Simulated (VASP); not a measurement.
Elastic constants (GPa) of a crystal from PBEsol GGA, VASP's PBE PAW potentials (set 64) (VASP 6.6.1):

```tsv
	xx	yy	zz	yz	xz	xy
xx	110.9	70.3	70.3	0.0	0.0	0.0
yy	70.3	110.9	70.3	0.0	0.0	0.0
zz	70.3	70.3	110.9	0.0	0.0	0.0
yz	0.0	0.0	0.0	41.2	0.0	0.0
xz	0.0	0.0	0.0	0.0	41.2	0.0
xy	0.0	0.0	0.0	0.0	0.0	41.2
```

Finite-difference elastic constants of metals are sensitive to mesh and smearing; shear constants can be off by tens of GPa.

Question: Work out the Voigt, Reuss and Hill moduli, Young's modulus and Poisson's ratio.

Answer: All eigenvalues are positive (smallest 40.6 GPa), so the crystal is stable. K_V = (C11+C22+C33+2(C12+C13+C23))/9 = (332.7 + 2×210.9)/9 = 83.8 GPa; G_V = (332.7 − 210.9 + 3×123.6)/15 = 32.8 GPa. From the compliances, K_R = 83.8 GPa and G_R = 29.2 GPa. Hill: K = 83.8 GPa, G = 31.0 GPa, E = 9KG/(3K+G) = 82.8 GPa, ν = (3K−2G)/(2(3K+G)) = 0.335. K/G = 2.70, above Pugh's 1.75; universal anisotropy A^U = 0.63.

Question: With a density of 13.53 g/cm³, what are the mean sound speeds?

Answer: v_l = √((K+4G/3)/ρ) = 3.04 km/s and v_t = √(G/ρ) = 1.51 km/s. The crystal is LuHg (space group Pm-3m), cubic.

The structure comes from a measured LuHg entry (Pm-3m) of the Crystallography Open Database, whose conditions weren't checked. It was relaxed first. The electron count is odd and the run is not spin-polarised, which forces a metal.
